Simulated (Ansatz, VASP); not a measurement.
# Ca2Ta3O: VASP beside Ansatz

```
Ca Ta O
1.0
     5.32911    0.00000    0.00000
    -2.66456    4.61514    0.00000
     0.00000    0.00000    5.96032
Ca Ta O
2 3 1
Direct
  0.33333 0.66667 0.53092
  0.66667 0.33333 0.53092
  0.50000 0.00000 0.03094
  0.00000 0.50000 0.03094
  0.50000 0.50000 0.03094
  0.00000 0.00000 0.03091
```

Alike in both runs: functional PBE; k mesh 6 × 6 × 4; occupations gaussian, width 0.1 eV; no spin polarisation.

Ansatz relaxed the structure, and its values are those at the end. VASP's run is a single point on that final structure, the one shown.

|  | VASP | Ansatz |
| --- | --- | --- |
| version | VASP 6.6.1 | Ansatz 0.2.0 |
| potentials or method | VASP PAW PBE potentials, release 64 (Ca_sv, Ta_pv, O) | scalar-relativistic, plane waves, PAW |
| plane-wave cutoff (eV) | 520 | 420 |
| valence electrons in the cell | 59 | 65 |

|  | VASP | Ansatz | Ansatz less VASP |
| --- | --- | --- | --- |
| gap on the k mesh at the Fermi level (eV) | none | none | - |
| pressure (GPa) | 0.1 | 0.1 | -0.09 |

A gap of «none» marks a metal or a gap that the smearing closes. With one functional, cell and mesh, what is left measures potentials, basis and numerics. The two sets of potentials don't hold the same shells in valence.

Caveats: an odd number of electrons without spin polarisation forces a metal; a magnetic or distorted state may lie lower. Spin-orbit coupling is left out, which matters for the levels of Ta.
